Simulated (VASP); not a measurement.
Runs of VASP 6.6.1 on La2O3. Symmetry: P-3m1, No. 164, trigonal system. Conventional cell: a = 3.937 Å, b = 3.937 Å, c = 6.178 Å, α = 90.00°, β = 90.00°, γ = 120.00°. La (site symmetry 3m) has 4 O at 2.37 to 2.46 Å as nearest neighbours. Around O (site symmetry 3m) lie 4 La at 2.37 to 2.46 Å. O (site symmetry -3m) has 6 La at 2.74 Å as nearest neighbours. The cell is a database's computed one.

```csv
task,level,potentials or basis,cell,k mesh,cutoff (eV),gap on the mesh (eV),pressure (GPa),largest force (eV/Å)
relaxation of cell and atoms,PBE,"VASP PAW PBE potentials, release 64 (La, O)",relaxed,9 × 9 × 5,600,(a),0.0,-
band structure,LDA,"VASP PAW LDA potentials, release 64 (La, O)",as given,10 × 10 × 6,450,(b),-,0.17
band structure,r2SCAN,"VASP PAW PBE potentials, release 64 (La, O)",as given,10 × 10 × 6,450,4.28,-,0.02
band structure,PBE,"VASP PAW PBE potentials, release 64 (La, O)",as given,10 × 10 × 6,450,3.86,-,-
band structure,PBE,"VASP PAW PBE potentials, release 64 (La, O)",as given,10 × 10 × 6,600,3.86,0.0,-
```

Alike in all rows: no spin polarisation; smearing gaussian 0.02 eV.

**Question.** Fill in the values left out.

**Answer.** (a) 3.91; (b) 3.74.

Caveats: spin-orbit coupling is left out, which moves the levels of the heavy elements; the cutoff is under 1.25 times the usual one of these potentials, so pressure, stress and relaxed cells hold a basis-set (Pulay) error (some runs); an odd mesh through Γ misses points on the zone boundary, where band edges often lie (some runs); the PAW data sets were made with another functional, which shifts forces and pressure a little (some runs).

A k mesh can miss the band edges, and the runs leave out spin-orbit coupling on La.
